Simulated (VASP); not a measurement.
Consider the following.

```yaml
crystal:
  lattice:
    - [0.00000, 3.09238, 3.09238]
    - [3.09238, 0.00000, 3.09238]
    - [3.09238, 3.09238, 0.00000]
  atoms:
    - { symbol: Ba, position: [0.00000, 0.00000, 0.00000] }
    - { symbol: F, position: [0.25000, 0.25000, 0.25000] }
    - { symbol: F, position: [0.75000, 0.75000, 0.75000] }
```

All values below come from PBE GGA with D3 dispersion (Becke-Johnson damping), VASP's PBE PAW potentials (set 64) (plane waves; VASP). Run with 520 eV cut-off, 6×6×6 Γ-centred mesh, Gaussian smearing of 0.050 eV, potentials Ba_sv F.

Question: What does the run give for the energy per atom (σ→0), pressure?

Answer: 
| Item | Value |
|---|---|
| energy per atom (σ→0) | -5.835 eV/atom |
| pressure | 1.74 GPa |

The absolute energy has meaning only against runs of the same code, potentials and settings.

The compound is BaF2 in the fluorite structure. This cell is one point of a volume scan, at 0.97 of the reference volume.
